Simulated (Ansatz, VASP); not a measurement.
# Y3Mg: VASP beside Ansatz

File INCAR:

```
SYSTEM = Y3Mg
ALGO = Normal
EDIFF = 1E-6
ENCUT = 520
GGA = CA
ISIF = 2
ISMEAR = 1
LASPH = .TRUE.
LCHARG = .FALSE.
LREAL = .FALSE.
LWAVE = .FALSE.
NBANDS = 26
NELM = 100
PREC = Accurate
SIGMA = 0.05
```

File KPOINTS:

```
k-points
0
G
  5 5 5
  0 0 0
```

The input POSCAR:

```
Y3Mg
1.0
    0.0000000000      3.8922492210      3.8922492210
    3.8922492210      0.0000000000      3.8922492210
    3.8922492210      3.8922492210      0.0000000000
Y Mg
3 1
Direct
    0.5000000000      0.5000000000      0.5000000000
    0.2500000000      0.2500000000      0.2500000000
    0.7500000000      0.7500000000      0.7500000000
    0.0000000000      0.0000000000      0.0000000000
```

Input for Ansatz:

```yaml
crystal:
  lattice:
    - [0.0, 3.892249220995195, 3.892249220995195]
    - [3.892249220995195, 0.0, 3.892249220995195]
    - [3.892249220995195, 3.892249220995195, 0.0]
  atoms:
    - { symbol: "Y", position: [0.5, 0.5, 0.5] }
    - { symbol: "Y", position: [0.25, 0.25, 0.25] }
    - { symbol: "Y", position: [0.75, 0.75, 0.75] }
    - { symbol: Mg, position: [0.0, 0.0, 0.0] }
basis:
  ecutwfc: 500.0
kpoints:
  mp_grid:
    grid: [5, 5, 5]
hamiltonian:
  xc: lda
scf:
  convergence:
    dr2_threshold: 1.0e-05
  mixing:
    algorithm: anderson
    beta: 0.2
    ndim: 4
  occupations:
    method: methfessel_paxton
    width: 0.05
output:
  stress: true
```

The cell comes from a database or a generator and needn't be the stable form of this composition.

Alike in both runs: task single point; functional LDA; k mesh 5 × 5 × 5; occupations methfessel-paxton of order 1, width 0.05 eV; no spin polarisation.

|  | VASP | Ansatz |
| --- | --- | --- |
| version | VASP 6.6.1 | Ansatz 0.2.0 |
| potentials or method | VASP PAW LDA potentials, release 64 (Y_sv, Mg) | plane waves, PAW |
| plane-wave cutoff (eV) | 520 | 500 |
| valence electrons in the cell | 35 | 43 |

Ansatz gave:

- pressure (GPa): -2.9

Task: Estimate VASP's values.

Result: Pressure (GPa): -3.2.

The two sets of potentials don't hold the same shells in valence. Ansatz warned: «stress_scf_threshold_loose».
